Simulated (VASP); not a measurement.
Pt:

```
CELL_PARAMETERS angstrom
0.00000 1.96090 1.96090
1.96090 0.00000 1.96090
1.96090 1.96090 0.00000
ATOMIC_POSITIONS crystal
Pt 0.00000 0.00000 0.00000
```

Base run:

```yaml
Program: VASP 6.6.1
Functional: PBE
Potentials_or_basis: VASP PAW PBE potentials, release 64 (Pt)
Cutoff: 600 eV
k_mesh: 14 × 14 × 14
Occupations: gaussian, width 0.1 eV
Spin: no spin polarisation
```

Its results: band gap on the k mesh none (metal or under the smearing width); pressure 9.5 GPa.

**Question.** After a change of settings the same cell gave: band gap on the k mesh none (metal or under the smearing width); pressure 6.8 GPa. Which change was it?
A. cutoff from 600 eV to 520 eV; k mesh from 14 × 14 × 14 to 6 × 6 × 6
B. cutoff from 600 eV to 520 eV; k mesh from 14 × 14 × 14 to 20 × 20 × 20
C. cutoff from 600 eV to 520 eV; k mesh from 14 × 14 × 14 to 4 × 4 × 4
D. cutoff from 600 eV to 400 eV

**Answer.** A.

Caveats: some runs use coarse meshes.
